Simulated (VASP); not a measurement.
These are PBE GGA + U (Dudarev), VASP's PBE PAW potentials (set 64) (plane waves; VASP) values and carry that method's errors.

Input for VASP

### INCAR
```
ALGO = Normal
EDIFF = 1E-6
ENCUT = 400
GGA = PE
ISIF = 2
ISMEAR = 1
LASPH = .TRUE.
LCHARG = .FALSE.
LDAU = .TRUE.
LDAUJ = 0 0
LDAUL = 2 -1
LDAUPRINT = 1
LDAUTYPE = 2
LDAUU = 8.0 0
LMAXMIX = 4
LORBIT = 10
LREAL = .FALSE.
LWAVE = .FALSE.
NELM = 100
PREC = Accurate
SIGMA = 0.1
SYSTEM = NiSb
```

KPOINTS:
```
Automatic mesh
0
Gamma
8 8 6
0 0 0
```

POSCAR:
```
NiSb
1
    1.9621260000    -3.4300150000     0.0000000000
    1.9621260000     3.4300150000     0.0000000000
    0.0000000000     0.0000000000     5.0886950000
Ni Sb
2 2
Direct
  0.0000000000   0.0000000000   0.5000000000
  0.0000000000   0.0000000000   0.0000000000
  0.3333330000   0.6666670000   0.2500000000
  0.6897540000   0.3564200000   0.7500000000
```

POTCAR, in this order: Ni Sb (PBE.64 set). Program: vasp_std.

Unless said otherwise, spin-orbit coupling is left out, though it shifts the bands of the heavy elements here.

Task: Estimate the energy per atom (σ→0), pressure, largest force, band gap (on the k-mesh).

Result: 
The energy per atom (σ→0) is -2.859 eV/atom and the band gap (on the k-mesh) is none (metal, semimetal or under 0.01 eV). The pressure comes out as -4.55 GPa and the largest force comes out as 0.512 eV/Å.

### OSZICAR
```
...
DAV:   9    -0.114313334001E+02   -0.66450E-02   -0.25349E-02  6687   0.198E+00    0.337E-01
DAV:  10    -0.114325091084E+02   -0.11757E-02   -0.47903E-03  6630   0.802E-01    0.179E-01
DAV:  11    -0.114336006059E+02   -0.10915E-02   -0.19279E-03  8508   0.841E-01    0.376E-02
DAV:  12    -0.114337483597E+02   -0.14775E-03   -0.78409E-04  6688   0.303E-01    0.433E-02
DAV:  13    -0.114337769098E+02   -0.28550E-04   -0.14679E-04  8314   0.190E-01    0.106E-02
DAV:  14    -0.114337800427E+02   -0.31329E-05   -0.34935E-05  5525   0.794E-02    0.446E-03
DAV:  15    -0.114337804845E+02   -0.44182E-06   -0.29869E-07  3043   0.164E-02
   1 F= -.11433780E+02 E0= -.11434063E+02  d E =0.847884E-03
```

The compound is NiSb in the NiAs type structure. The cell was not relaxed at this level, atoms are displaced from their ideal sites. The run is one of a series of settings (LDAU = .TRUE., LDAUJ = 0 0, LDAUL = 2 -1, LDAUTYPE = 2, LDAUU = 8.0 0 against the base run), some of them coarse on purpose. The run is not spin-polarised, so no magnetic state was tried.
